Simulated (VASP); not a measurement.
Consider the following.

```
Y
1.0
    1.82500    -3.16099     0.00000
    1.82500     3.16099     0.00000
    0.00000     0.00000     5.73000
Y
2
Direct
  0.33333   0.66667   0.25000
  0.66667   0.33333   0.75000
```

Computed with rev-vdW-DF2, VASP's PBE PAW potentials (set 64) (plane waves; VASP). Settings: 520 eV cut-off, 10×10×6 Γ-centred mesh, first-order Methfessel-Paxton smearing of 0.10 eV, potentials Y_sv.

Energy and stress use the plane-wave basis of the starting cell.

Question: The ions, cell shape and volume are relaxed. Predict the relaxed structure.

Answer: 
```
Y
1.0
    1.81129    -3.13725     0.00000
    1.81129     3.13725     0.00000
    0.00000     0.00000     5.57736
Y
2
Direct
  0.33333   0.66667   0.25000
  0.66667   0.33333   0.75000
```
Space group P6_3/mmc (194), at a tolerance of 0.03 Å.

Question: How do energy and volume change from the first to the last step?

Answer: The energy (σ→0) changes by -8.9 meV/atom and the volume by -4.1 %, in 6 ionic steps.

The compound is Y in the hcp structure. This run relaxes it. Symmetry was kept, so distortions that lower it aren't found.
